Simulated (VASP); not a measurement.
VASP runs on Cs (bcc) share one base input (PBE GGA, plane waves, VASP's PBE PAW potentials (set 64)) and change the settings named in each case.

**POSCAR**
```
Cs
1
   -3.0500000000     3.0500000000     3.0500000000
    3.0500000000    -3.0500000000     3.0500000000
    3.0500000000     3.0500000000    -3.0500000000
Cs
1
Direct
  0.0000000000   0.0000000000   0.0000000000
```

File KPOINTS:
```
Regular mesh
0
gamma
  8 8 8
0 0 0
```

### INCAR
```
# general
SYSTEM =Cs
PREC   =Accurate
ENCUT  =400   # plane-wave cut-off (eV)
LREAL  =.FALSE.
LASPH  =.TRUE.   # aspherical one-centre terms

# electronic loop
EDIFF  =1E-6   # SCF stop (eV)
NELM   =100
ALGO   =Normal
LMAXMIX=4

# smearing
ISMEAR =1
SIGMA  =0.1

# functional
GGA    =PE

# ions
ISIF   =2   # forces and stress, cell fixed

# output
LWAVE  =.FALSE.
LCHARG =.FALSE.
```

POTCAR, in this order: Cs_sv (PBE.64 set). Program: vasp_std.

```tsv
change	E(σ→0) (eV/atom)	pressure (GPa)	−TS (eV)	irreducible k-points
base run	-0.8430	0.06	-0.0029	29
KPOINTS 1×1×1 Γ-centred mesh	-1.6209	0.56	-0.0282	1
KPOINTS 2×2×2 Γ-centred mesh	-0.6788	-0.47	-0.0212	3
KPOINTS 5×5×5 Γ-centred mesh	-0.8534	0.04	-0.0046	10
KPOINTS 12×12×12 Γ-centred mesh	-0.8468	0.06	-0.0018	72
KPOINTS 13×13×13 Γ-centred mesh	-0.8505	0.04	0.0003	84
KPOINTS 14×14×14 Γ-centred mesh	-0.8482	0.06	-0.0011	104
```
 Unless said otherwise, spin-orbit coupling is left out, though it shifts the bands of the heavy elements here.

Left out are runs that ran out of time, are held back, or changed the cell or the kind of run, fixed moments of cells without a moment, rows past the twelfth, gaps on odd meshes, pressures of charged cells and columns that move by less than the noise.

The compound is Cs in the bcc structure. The cell was not relaxed at this level.
